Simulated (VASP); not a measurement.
# YSi with PBEsol: from relaxation to properties, part 3 of 5

What structure and properties does PBEsol give YSi, and how near are they to the measured ones? The start is a computed cell from the Materials Project.

VASP 6.6.1, plane waves and PAW; the level of theory is named at each step.

So far. Step 5 (Band structure (PBEsol)): There is no gap at this level. Step 5 (Band structure (PBEsol)): Of the bands kept, 2 cross the Fermi level on this path.

## 6. Density of states (PBEsol)

Level of this step: PBEsol; plane waves and PAW (Y_sv, Si) (VASP).

Here the states are counted by energy and projected on the atoms. The mesh is finer than in the run before.

INCAR reads:

```
SYSTEM = YSi
PREC = Accurate
ENCUT = 400
EDIFF = 1E-06
NELM = 100
ISMEAR = -5
SIGMA = 0.05
LREAL = .FALSE.
ALGO = Normal
GGA = PS
NBANDS = 29
LASPH = .TRUE.
LORBIT = 11
LWAVE = .FALSE.
LCHARG = .FALSE.
KPAR = 4
NEDOS = 2001
```

POSCAR reads:

```
YSi
1.0
    2.1154713214     -5.2237202498      0.0000000000
    2.1154713214      5.2237202498      0.0000000000
    0.0000000000      0.0000000000      3.8125159198
Y Si
2 2
Direct
    0.1401117856      0.8598882144      0.2500000000
    0.8598882144      0.1401117856      0.7500000000
    0.4237875938      0.5762124062      0.2500000000
    0.5762124062      0.4237875938      0.7500000000
```

KPOINTS reads:

```
Automatic mesh
0
Gamma
10 10 10
0 0 0
```

PAW data sets: Y_sv and Si (PBE family, release 64).

Command:

```
$ mpirun -np 4 vasp_std
```

Log:

```text
[... set-up lines as in an earlier step ...]
 entering main loop
       N       E                     dE             d eps       ncg     rms          rms(c)
DAV:   1     0.106324872796E+03    0.10632E+03   -0.11647E+04 10804   0.800E+02
DAV:   2    -0.205345597810E+02   -0.12686E+03   -0.12076E+03 12813   0.211E+02
DAV:   3    -0.297786435020E+02   -0.92441E+01   -0.90893E+01 17967   0.373E+01
DAV:   4    -0.301858337746E+02   -0.40719E+00   -0.40570E+00 14232   0.754E+00
DAV:   5    -0.301943153881E+02   -0.84816E-02   -0.84360E-02 15079   0.988E-01    0.425E+01
DAV:   6    -0.289723236195E+02    0.12220E+01   -0.13111E+00 12739   0.551E+00    0.290E+01
DAV:   7    -0.289070929894E+02    0.65231E-01   -0.12750E+00 14785   0.498E+00    0.513E+00
DAV:   8    -0.288485754430E+02    0.58518E-01   -0.28516E-01 12434   0.247E+00    0.123E+00
DAV:   9    -0.288470208859E+02    0.15546E-02   -0.25452E-02 13253   0.719E-01    0.290E-01
DAV:  10    -0.288469031669E+02    0.11772E-03   -0.12522E-03 13930   0.172E-01    0.926E-02
DAV:  11    -0.288468882905E+02    0.14876E-04   -0.73304E-05 15046   0.430E-02    0.271E-02
DAV:  12    -0.288468863220E+02    0.19686E-05   -0.56169E-06 14848   0.118E-02    0.780E-03
DAV:  13    -0.288468857749E+02    0.54703E-06   -0.35881E-07  7716   0.320E-03
   1 F= -.28846886E+02 E0= -.28846886E+02  d E =0.000000E+00
 -----------------------------------------------------------------------------
|                                                                             |
|           W    W    AA    RRRRR   N    N  II  N    N   GGGG   !!!           |
|           W    W   A  A   R    R  NN   N  II  NN   N  G    G  !!!           |
|           W    W  A    A  R    R  N N  N  II  N N  N  G       !!!           |
|           W WW W  AAAAAA  RRRRR   N  N N  II  N  N N  G  GGG   !            |
|           WW  WW  A    A  R   R   N   NN  II  N   NN  G    G                |
|           W    W  A    A  R    R  N    N  II  N    N   GGGG   !!!           |
|                                                                             |
|     Tetrahedron method does not include variations of the Fermi             |
|     occupations, so forces and stress will be inaccurate. We suggest        |
|     using a different smearing scheme ISMEAR = 1 or 2 for metals in         |
|     relaxations.                                                            |
|                                                                             |
 -----------------------------------------------------------------------------
```

Elapsed: 91 s, on 4 MPI ranks of AMD EPYC 7R43, shared host; peak memory 1.5 GiB.

OUTCAR, selected parts (step 6):

```text
   k-points           NKPTS =    186   k-points in BZ     NKDIM =    186   number of bands    NBANDS=     29

   NELECT =      30.0000    total number of electrons

 E-fermi :   5.6026

 k-point     1 :       0.0000    0.0000    0.0000
  band No.  band energies     occupation
    ...
     10      -0.3826      2.00000
     11       2.8352      2.00000
     12       3.3099      2.00000
     13       3.9809      2.00000
     14       4.2916      2.00000
     15       5.8527      0.00000
     16       6.4245      0.00000
     17       7.3804      0.00000
     18       8.2202      0.00000
     19       8.2600      0.00000
    ...

  Total        0.0423555      0.0582921     -0.1581370      0.0000000      0.0000000      0.0000000
  in kB        0.8053627      1.1083867     -3.0068740      0.0000000      0.0000000      0.0000000
  external PRESSURE =      -0.3643749 kB  Pullay stress =       0.0000000 kB

 POSITION                                       TOTAL-FORCE (eV/Angst)
 -----------------------------------------------------------------------------------
      2.11547      3.75991      0.95313         0.000000     -0.020324     -0.000000
      2.11547     -3.75991      2.85939         0.000000      0.020324     -0.000000
      2.11547      0.79622      0.95313         0.000000      0.007613     -0.000000
      2.11547     -0.79622      2.85939         0.000000     -0.007613      0.000000
 -----------------------------------------------------------------------------------
    total drift:                                0.000000      0.000000      0.000000

  FREE ENERGIE OF THE ION-ELECTRON SYSTEM (eV)
  ---------------------------------------------------
  free  energy   TOTEN  =       -28.8468857749 eV

  energy  without entropy=      -28.8468857749  energy(sigma->0) =      -28.84688577

[... 8 parts as in an earlier step ...]

[... 8 further parts left out ...]
```

With tetrahedra the forces and stress of a metal are not exact derivatives of the energy.

Numbers from this step:

| Property | Result |
| --- | --- |
| irreducible k-points | 186 |
| free energy (TOTEN) | -28.85 eV |
| Fermi energy | 5.603 eV |
| pressure | -0.03644 GPa |
| DOS at the Fermi level | 2.195 states/eV/cell |

The density of states has structure finer than the step of the table below, so its rows give means over 0.5 eV, whole bins alone (the curve runs from -12.0 to 3.42 eV). Peaks (eV: height): total -1.99: 5.24, -1.74: 4.61, 0.84: 3.02, 2.91: 4.51; Y d -1.74: 0.966, -0.36: 1.05, 0.84: 1.31, 2.91: 2.08; Si p -3.02: 0.627, -1.99: 1.12, -1.74: 0.845, 2.65: 0.200; Y p -3.02: 0.259, -1.91: 0.566, -1.74: 0.610, -0.45: 0.264; Y s -6.21: 0.0645, -3.80: 0.183, 0.84: 0.0378, 2.91: 0.173.

States under -12.0 eV and over 3.4 eV are left out. Density of states against energy, zero at the Fermi level; means over each step; values in states/eV/cell:

| energy (eV) | total | Y d | Si p | Y p | Y s | Si s |
| --- | --- | --- | --- | --- | --- | --- |
| -11.0 | 0 | 0 | 0 | 0 | 0 | 0 |
| -10.5 | 0.0693 | 3.1e-4 | 8.6e-4 | 0.00116 | 0.00400 | 0.0249 |
| -10.0 | 0.774 | 0.00874 | 0.0138 | 0.0299 | 0.0300 | 0.286 |
| -9.5 | 1.29 | 0.0290 | 0.0309 | 0.0724 | 0.0245 | 0.488 |
| -9.0 | 0.790 | 0.0237 | 0.0261 | 0.0405 | 0.0138 | 0.292 |
| -8.5 | 0.627 | 0.0242 | 0.0257 | 0.0298 | 0.00925 | 0.228 |
| -8.0 | 0.558 | 0.0260 | 0.0261 | 0.0248 | 0.00690 | 0.200 |
| -7.5 | 0.506 | 0.0282 | 0.0257 | 0.0214 | 0.00466 | 0.181 |
| -7.0 | 0.515 | 0.0325 | 0.0260 | 0.0219 | 0.00376 | 0.185 |
| -6.5 | 0.798 | 0.0448 | 0.0353 | 0.0372 | 0.0231 | 0.268 |
| -6.0 | 1.43 | 0.0985 | 0.0582 | 0.0693 | 0.0456 | 0.465 |
| -5.5 | 0.624 | 0.0374 | 0.0327 | 0.0382 | 0.0231 | 0.189 |
| -5.0 | 0.0396 | 0.00192 | 0.00286 | 0.00303 | 0.00144 | 0.0108 |
| -4.5 | 0.440 | 0.0273 | 0.0758 | 0.0190 | 0.0495 | 0.0123 |
| -4.0 | 1.52 | 0.106 | 0.279 | 0.0964 | 0.143 | 0.0399 |
| -3.5 | 1.88 | 0.182 | 0.371 | 0.132 | 0.129 | 0.0411 |
| -3.0 | 2.34 | 0.272 | 0.503 | 0.192 | 0.0994 | 0.0433 |
| -2.5 | 2.50 | 0.382 | 0.543 | 0.211 | 0.0683 | 0.0304 |
| -2.0 | 4.26 | 0.736 | 0.888 | 0.507 | 0.0452 | 0.0320 |
| -1.5 | 1.99 | 0.496 | 0.336 | 0.211 | 0.00842 | 0.00642 |
| -1.0 | 1.53 | 0.521 | 0.132 | 0.104 | 0.0202 | 0.00722 |
| -0.5 | 2.42 | 0.882 | 0.138 | 0.229 | 0.0255 | 0.00869 |
| 0.0 | 2.22 | 0.936 | 0.117 | 0.140 | 0.0185 | 0.00550 |
| 0.5 | 1.82 | 0.821 | 0.0962 | 0.0831 | 0.0204 | 0.0116 |
| 1.0 | 1.62 | 0.715 | 0.0943 | 0.0689 | 0.0196 | 0.0292 |
| 1.5 | 2.22 | 0.991 | 0.137 | 0.0865 | 0.0299 | 0.0490 |
| 2.0 | 2.50 | 1.16 | 0.146 | 0.114 | 0.0410 | 0.0458 |
| 2.5 | 3.53 | 1.61 | 0.182 | 0.175 | 0.115 | 0.0973 |
| 3.0 | 3.88 | 1.85 | 0.175 | 0.200 | 0.132 | 0.149 |

The finer mesh and the other smearing move the Fermi level by -0.05 eV from the 7×7×7 run, a small shift, which tests the Fermi level alone. Of the states within 0.3 eV of the Fermi level, the largest shares in the PAW spheres are Y d 42 %, Y p 6 % and Si p 5 %. The rest lies in smaller channels or between the spheres.

## 7. Bands along the symmetry lines (PBEsol + SOC)

This step: PBEsol, spin-orbit coupling; plane waves and PAW (Y_sv, Si) (VASP 6.6.1).

The mesh alone shows little of the dispersion and can miss band extrema, so KPOINTS_OPT adds a path through the symmetry points after the self-consistent cycle. Spin-orbit coupling needs spinors and the noncollinear program, where each band holds one electron.

INCAR reads:

```
SYSTEM = YSi
PREC = Accurate
ENCUT = 400
EDIFF = 1E-06
NELM = 100
ISMEAR = 0
SIGMA = 0.05
LREAL = .FALSE.
ALGO = Normal
GGA = PS
LNONCOLLINEAR = .TRUE.
MAGMOM = 0 0 0 0 0 0 0 0 0 0 0 0
NBANDS = 42
GGA_COMPAT = .FALSE.
LASPH = .TRUE.
LSORBIT = .TRUE.
LMAXMIX = 4
LORBIT = 11
LWAVE = .FALSE.
LCHARG = .FALSE.
KPAR = 4
```

POSCAR is that of step 6.

KPOINTS reads:

```
Automatic mesh
0
Gamma
6 6 6
0 0 0
```

KPOINTS_OPT reads:

```
Line mode
16
Line-mode
Reciprocal
  0.00000000   0.00000000   0.00000000 GAMMA
  0.29100100   0.29100100   0.00000000 X

  0.29100100   0.29100100   0.00000000 X
  0.00000000   0.50000000   0.00000000 S

  0.00000000   0.50000000   0.00000000 S
  0.00000000   0.50000000   0.50000000 R

  0.00000000   0.50000000   0.50000000 R
  0.29100100   0.29100100   0.50000000 A

  0.29100100   0.29100100   0.50000000 A
  0.00000000   0.00000000   0.50000000 Z

  0.00000000   0.00000000   0.50000000 Z
  0.00000000   0.00000000   0.00000000 GAMMA

  0.00000000   0.00000000   0.00000000 GAMMA
 -0.50000000   0.50000000   0.00000000 Y

 -0.50000000   0.50000000   0.00000000 Y
 -0.29100100   0.70899900   0.00000000 X1

 -0.29100100   0.70899900   0.00000000 X1
 -0.29100100   0.70899900   0.50000000 A1

 -0.29100100   0.70899900   0.50000000 A1
 -0.50000000   0.50000000   0.50000000 T

 -0.50000000   0.50000000   0.50000000 T
 -0.50000000   0.50000000   0.00000000 Y

  0.00000000   0.00000000   0.50000000 Z
 -0.50000000   0.50000000   0.50000000 T
```

Command:

```
$ mpirun -np 4 vasp_ncl
```

Log:

```text
[... set-up lines as in an earlier step ...]
 entering main loop
       N       E                     dE             d eps       ncg     rms          rms(c)
DAV:   1     0.129698561432E+03    0.12970E+03   -0.12138E+04  4368   0.111E+03
DAV:   2    -0.175537958721E+02   -0.14725E+03   -0.14091E+03  5116   0.287E+02
DAV:   3    -0.293468910926E+02   -0.11793E+02   -0.11616E+02  6636   0.546E+01
DAV:   4    -0.302535741725E+02   -0.90668E+00   -0.90213E+00  6396   0.140E+01
DAV:   5    -0.302821975821E+02   -0.28623E-01   -0.28614E-01  6080   0.241E+00    0.436E+01
DAV:   6    -0.290264818629E+02    0.12557E+01   -0.28535E+00  4924   0.771E+00    0.297E+01
DAV:   7    -0.289622233765E+02    0.64258E-01   -0.20629E+00  6232   0.650E+00    0.836E+00
DAV:   8    -0.289302850515E+02    0.31938E-01   -0.25741E-01  5420   0.215E+00    0.296E+00
DAV:   9    -0.289171905752E+02    0.13094E-01   -0.81028E-02  5542   0.146E+00    0.710E-01
DAV:  10    -0.289166023632E+02    0.58821E-03   -0.76140E-03  5678   0.418E-01    0.274E-01
DAV:  11    -0.289165745338E+02    0.27829E-04   -0.65469E-04  5650   0.181E-01    0.597E-02
DAV:  12    -0.289165748433E+02   -0.30949E-06   -0.47054E-05  6042   0.353E-02    0.284E-02
DAV:  13    -0.289165739589E+02    0.88440E-06   -0.44682E-06  5544   0.134E-02
   1 F= -.28916574E+02 E0= -.28913913E+02  d E =-.532121E-02  mag=     0.0000     0.0000    -0.0000
 Start KPOINTS_OPT (optional k-point list driver)
k-point batch [1-52\192]
       N       E                     dE             ncg
DAV:   1    -0.798280443010E+04   -0.38547E+05     4368
DAV:   2    -0.156731005871E+05   -0.76903E+04     5060
DAV:   3    -0.163750964222E+05   -0.70200E+03     6934
DAV:   4    -0.164251222491E+05   -0.50026E+02     6350
DAV:   5    -0.164272175463E+05   -0.20953E+01     6256
DAV:   6    -0.164272464715E+05   -0.28925E-01     6168
DAV:   7    -0.164272472087E+05   -0.73720E-03     5952
DAV:   8    -0.164272472297E+05   -0.20976E-04     5008
DAV:   9    -0.164272472306E+05   -0.91697E-06     3624
[...]
k-point batch [157-192\192]
       N       E                     dE             ncg
DAV:   1     0.848892724026E+04   -0.29331E+05     3024
DAV:   2     0.322165513300E+04   -0.52673E+04     3446
DAV:   3     0.275677810972E+04   -0.46488E+03     4772
DAV:   4     0.272465805134E+04   -0.32120E+02     4232
DAV:   5     0.272327680265E+04   -0.13812E+01     4268
DAV:   6     0.272325937349E+04   -0.17429E-01     4208
DAV:   7     0.272325899986E+04   -0.37363E-03     4180
DAV:   8     0.272325899273E+04   -0.71283E-05     3248
DAV:   9     0.272325899251E+04   -0.22283E-06     2490
```

Wall time 5.5 min (4 MPI ranks); peak memory 2.3 GiB; 22 min of CPU time.

OUTCAR, selected parts (step 7):

```text
   k-points           NKPTS =     52   k-points in BZ     NKDIM =     52   number of bands    NBANDS=     42

   NELECT =      30.0000    total number of electrons

 E-fermi :   5.5800

 k-point     1 :       0.0000    0.0000    0.0000
  band No.  band energies     occupation
    ...
     24       3.3146      1.00000
     25       3.9867      1.00000
     26       3.9867      1.00000
     27       4.2936      1.00000
     28       4.2936      1.00000
     29       5.8559      0.00000
     30       5.8559      0.00000
     31       6.4216      0.00000
     32       6.4216      0.00000
     33       7.3780      0.00000
    ...

  Total       -0.1465551     -0.0628722      0.2176372      0.0000000      0.0000000      0.0000000
  in kB       -2.7866525     -1.1954751      4.1382332      0.0000000      0.0000000      0.0000000
  external PRESSURE =       0.0520352 kB  Pullay stress =       0.0000000 kB

 POSITION                                       TOTAL-FORCE (eV/Angst)
 -----------------------------------------------------------------------------------
      2.11547      3.75991      0.95313         0.000000      0.028176     -0.000000
      2.11547     -3.75991      2.85939         0.000000     -0.028176      0.000000
      2.11547      0.79622      0.95313         0.000000     -0.033200     -0.000000
      2.11547     -0.79622      2.85939         0.000000      0.033200     -0.000000
 -----------------------------------------------------------------------------------
    total drift:                                0.000000      0.000000     -0.000000

  FREE ENERGIE OF THE ION-ELECTRON SYSTEM (eV)
  ---------------------------------------------------
  free  energy   TOTEN  =       -28.9165739589 eV

  energy  without entropy=      -28.9112527486  energy(sigma->0) =      -28.91391335

 Spin-Orbit-Coupling matrix elements
 Ion:    1  E_soc:     -0.0975532
 Ion:    2  E_soc:     -0.0975532
 Ion:    3  E_soc:     -0.0004464
 Ion:    4  E_soc:     -0.0004464

 magnetization (x)
# of ion       s       p       d       f       tot
--------------------------------------------------
    1        0.000   0.000   0.000   0.000   0.000
    2        0.000   0.000   0.000   0.000   0.000
    3        0.000   0.000   0.000   0.000   0.000
    4        0.000   0.000   0.000   0.000   0.000
--------------------------------------------------
tot          0.000   0.000   0.000   0.000   0.000

 magnetization (y)
# of ion       s       p       d       f       tot
--------------------------------------------------
    1        0.000   0.000   0.000   0.000   0.000
    2        0.000   0.000   0.000   0.000   0.000
    3        0.000   0.000   0.000   0.000   0.000
    4        0.000   0.000   0.000   0.000   0.000
--------------------------------------------------
tot          0.000   0.000   0.000   0.000   0.000

 magnetization (z)
# of ion       s       p       d       f       tot
--------------------------------------------------
    1        0.000   0.000   0.000   0.000   0.000
    2        0.000   0.000   0.000   0.000   0.000
    3        0.000   0.000   0.000   0.000   0.000
    4        0.000   0.000   0.000   0.000   0.000
--------------------------------------------------
tot          0.000   0.000   0.000   0.000   0.000

[... 7 parts as in an earlier step ...]

[... 9 further parts left out ...]
```

Numbers from this step:

```
bands                   : 42
irreducible k-points    : 52
free energy (TOTEN)     : -28.92 eV
energy at zero smearing : -28.91 eV
Fermi energy            : 5.58 eV
pressure                : 0.005204 GPa
```

On-site spin-orbit energy by atom:

| atom | on-site spin-orbit energy (eV) |
| --- | --- |
| Y1 | -0.0976 |
| Y2 | -0.0976 |
| Si3 | -0.0004 |
| Si4 | -0.0004 |

Electronic bands along the path, in eV, zero at the Fermi level; # counts the bands kept, so #1 is VASP's band 17:

| point | #11 | #12 | #13 | #14 | #15 | #16 | #17 | #18 |
| --- | --- | --- | --- | --- | --- | --- | --- | --- |
| Γ | -1.29 | -1.29 | 0.28 | 0.28 | 0.84 | 0.84 | 1.80 | 1.80 |
| 0.47 of the way | -1.48 | -1.48 | 0.32 | 0.32 | 1.04 | 1.04 | 1.24 | 1.24 |
| X | -1.78 | -1.78 | 0.66 | 0.66 | 0.72 | 0.72 | 1.31 | 1.31 |
| 0.53 of the way | -1.70 | -1.70 | 0.51 | 0.51 | 0.88 | 0.88 | 1.35 | 1.35 |
| S | -1.70 | -1.70 | 0.42 | 0.42 | 0.91 | 0.91 | 1.39 | 1.39 |
| 0.47 of the way | -1.83 | -1.83 | -0.38 | -0.38 | 0.42 | 0.42 | 2.36 | 2.36 |
| R | -2.16 | -2.16 | -0.37 | -0.37 | -0.37 | -0.37 | 3.23 | 3.23 |
| 0.53 of the way | -2.05 | -2.05 | -0.29 | -0.29 | -0.28 | -0.28 | 2.88 | 2.88 |
| A | -1.95 | -1.95 | -0.20 | -0.20 | -0.18 | -0.18 | 2.41 | 2.41 |
| 0.53 of the way | -2.17 | -2.17 | -0.67 | -0.67 | -0.64 | -0.64 | 2.65 | 2.65 |
| Z | -2.08 | -2.08 | -0.94 | -0.94 | -0.94 | -0.94 | 3.14 | 3.14 |
| 0.53 of the way | -0.71 | -0.71 | -0.40 | -0.40 | 0.11 | 0.11 | 1.51 | 1.51 |
| Γ | -1.29 | -1.29 | 0.28 | 0.28 | 0.84 | 0.84 | 1.80 | 1.80 |
| 0.53 of the way | -1.16 | -1.16 | -0.20 | -0.20 | 1.11 | 1.11 | 2.01 | 2.01 |
| Y | -1.08 | -1.08 | -0.68 | -0.68 | 1.50 | 1.50 | 1.81 | 1.81 |
| 0.53 of the way | -0.82 | -0.82 | -0.23 | -0.23 | 0.68 | 0.68 | 1.38 | 1.38 |
| X1 | -1.78 | -1.78 | 0.66 | 0.66 | 0.72 | 0.72 | 1.31 | 1.31 |
| 0.53 of the way | -1.68 | -1.68 | -0.29 | -0.29 | 0.22 | 0.22 | 1.65 | 1.65 |
| A1 | -1.95 | -1.95 | -0.20 | -0.20 | -0.18 | -0.18 | 2.41 | 2.41 |
| 0.53 of the way | -1.72 | -1.72 | 0.44 | 0.44 | 0.45 | 0.45 | 0.72 | 0.72 |
| T | -1.61 | -1.61 | -0.03 | -0.03 | -0.03 | -0.03 | 1.64 | 1.64 |
| 0.47 of the way | -0.81 | -0.81 | -0.56 | -0.56 | 0.94 | 0.94 | 1.02 | 1.02 |
| Y | -1.08 | -1.08 | -0.68 | -0.68 | 1.50 | 1.50 | 1.81 | 1.81 |
| jump to Z | -2.08 | -2.08 | -0.94 | -0.94 | -0.94 | -0.94 | 3.14 | 3.14 |
| 0.53 of the way | -1.85 | -1.85 | -0.53 | -0.53 | -0.53 | -0.53 | 2.37 | 2.37 |
| T | -1.61 | -1.61 | -0.03 | -0.03 | -0.03 | -0.03 | 1.64 | 1.64 |

Of the projections kept (Y, Si), the largest for each band there; the rest of the weight can lie on other orbitals:

| point | #11 | #12 | #13 | #14 | #15 | #16 | #17 | #18 |
| --- | --- | --- | --- | --- | --- | --- | --- | --- |
| Γ | Y 0.90 | Y 0.90 | Y 0.97 | Y 0.97 | Y 0.75 | Y 0.75 | Y 0.95 | Y 0.95 |
| X | Y 0.58 | Y 0.58 | Y 0.78 | Y 0.78 | Y 0.95 | Y 0.95 | Y 0.50 | Y 0.50 |
| S | Y 0.62 | Y 0.62 | Y 0.82 | Y 0.82 | Y 0.96 | Y 0.96 | Y 0.64 | Y 0.64 |
| R | Y 0.65 | Y 0.65 | Y 0.94 | Y 0.94 | Y 0.94 | Y 0.94 | Y 0.98 | Y 0.98 |
| A | Y 0.62 | Y 0.62 | Y 0.95 | Y 0.95 | Y 0.96 | Y 0.96 | Y 0.84 | Y 0.84 |
| Z | Y 0.65 | Y 0.65 | Y 0.85 | Y 0.85 | Y 0.85 | Y 0.85 | Y 0.82 | Y 0.82 |

There is no gap at this level.

Of the bands kept, 4 cross the Fermi level on this path (spinor bands, one electron each).

(Part 3 of 5 ends here.)

[Lines on the potential files, build, host, timing and source positions are cut from VASP's logs without a mark.]

[Logs are printed without paths, hosts, clocks, repeated set-up lines and the standing remarks that a program may print on its own settings, such as how far it seeks lower states.]

[Hosts, paths, dates, database ids (printed as entryN), source tags and the programs' standing remarks are cut or masked in the printed files.]

[A measured line is paired with the nearest computed mode of its activity, which favours agreement.]
